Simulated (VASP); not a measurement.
These are PBE GGA, VASP's PBE PAW potentials (set 64) (plane waves; VASP) values and carry that method's errors.

Input for VASP

POSCAR:
```
MgO
2.976920
  0.0000000000   0.7071066740   0.7071066740
  0.7071066740   0.0000000000   0.7071066740
  0.7071066740   0.7071066740   0.0000000000
Mg O
1 1
Cartesian
  0.0000000000   0.0000000000   0.0000000000
  0.7071066740   0.7071066740   0.7071066740
```

KPOINTS:
```
Automatic mesh
0
Gamma
8 8 8
0 0 0
```

INCAR:
```
! general
SYSTEM = MgO
PREC   = Accurate
ENCUT  = 520   ! plane-wave cut-off (eV)
LREAL  = .False.   ! projection in real space or not
LASPH  = .True.   ! aspherical one-centre terms

! electronic loop
EDIFF  = 1E-6   ! SCF stop (eV)
NELM   = 100
ALGO   = Normal   ! blocked Davidson

! smearing
ISMEAR = 0   ! Gaussian
SIGMA  = 0.05

! functional
GGA    = PE   ! PBE

! ions
ISIF   = 2   ! forces and stress, cell fixed

! output
LWAVE  = .False.
LCHARG = .False.
```

POTCAR, in this order: Mg O (PBE.64 set). Program: vasp_std.

Output

OSZICAR:
```
       N       E                     dE             d eps       ncg     rms          rms(c)
DAV:   1     0.888175549876E+01    0.88818E+01   -0.50463E+03   584   0.895E+02
DAV:   2    -0.131209858189E+02   -0.22003E+02   -0.19527E+02   528   0.129E+02
DAV:   3    -0.134647850330E+02   -0.34380E+00   -0.34380E+00   656   0.165E+01
DAV:   4    -0.134654436332E+02   -0.65860E-03   -0.65860E-03   552   0.590E-01
DAV:   5    -0.134654440868E+02   -0.45364E-06   -0.45364E-06   664   0.166E-02    0.722E+00
DAV:   6    -0.119241841886E+02    0.15413E+01   -0.10049E+01   464   0.224E+01    0.227E+00
DAV:   7    -0.119100501140E+02    0.14134E-01   -0.43245E-02   480   0.256E+00    0.132E+00
DAV:   8    -0.119047640346E+02    0.52861E-02   -0.24137E-02   464   0.236E+00    0.154E-01
DAV:   9    -0.119046783532E+02    0.85681E-04   -0.40247E-04   640   0.178E-01    0.724E-02
DAV:  10    -0.119047849821E+02   -0.10663E-03   -0.12980E-04   472   0.122E-01    0.538E-03
DAV:  11    -0.119047851413E+02   -0.15922E-06   -0.65168E-07   592   0.816E-03
   1 F= -.11904785E+02 E0= -.11904785E+02  d E =-.180114E-11
```

**OUTCAR**
```
------------------------ aborting loop because EDIFF is reached ----------------------------------------
  FORCE on cell =-STRESS in cart. coord.  units (eV):
  Direction    XX          YY          ZZ          XY          YZ          ZX
  --------------------------------------------------------------------------------------
  Total        0.4861653      0.4861653      0.4861653     -0.0000000     -0.0000000     -0.0000000
  in kB       41.7549765     41.7549765     41.7549765     -0.0000000     -0.0000000     -0.0000000
  external PRESSURE =      41.7549765 kB  Pullay stress =       0.0000000 kB
  volume of cell :       18.65
      direct lattice vectors                 reciprocal lattice vectors
     0.000000000  2.105000000  2.105000000    -0.237529691  0.237529691  0.237529691
     2.105000000  0.000000000  2.105000000     0.237529691 -0.237529691  0.237529691
     2.105000000  2.105000000  0.000000000     0.237529691  0.237529691 -0.237529691
  FREE ENERGIE OF THE ION-ELECTRON SYSTEM (eV)
  ---------------------------------------------------
  free  energy   TOTEN  =       -11.9047851413 eV

  energy  without entropy=      -11.9047851413  energy(sigma->0) =      -11.90478514
```
(Selected blocks of OUTCAR.)

The compound is MgO in the rock salt structure. The cell was not relaxed at this level.
